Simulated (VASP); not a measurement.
Consider the following.

```
ZnS
1.0
    0.00000     2.65005     2.65005
    2.65005     0.00000     2.65005
    2.65005     2.65005     0.00000
Zn S
1 1
Direct
  0.00000   0.00000   0.00000
  0.25000   0.25000   0.25000
```

The numbers are results of PBE GGA, VASP's PBE PAW potentials (set 64) (plane waves; VASP 6.6.1), not measurements. Numerical set-up: 300 eV cut-off, 11×11×11 Γ-centred mesh, Gaussian smearing of 0.010 eV, potentials Zn S.

At this cut-off the stress carries a Pulay error, which pulls relaxed volumes low.

### Question
Give the stress tensor in GPa (positive for a compressed cell).

### Answer

```
6.52  0.00  0.00
0.00  6.52  0.00
0.00  0.00  6.52
```
The pressure is its mean diagonal, 6.52 GPa.

The structure comes from a computed database's ZnS entry; how it stands against other phases isn't given here. The cell was not relaxed at this level.
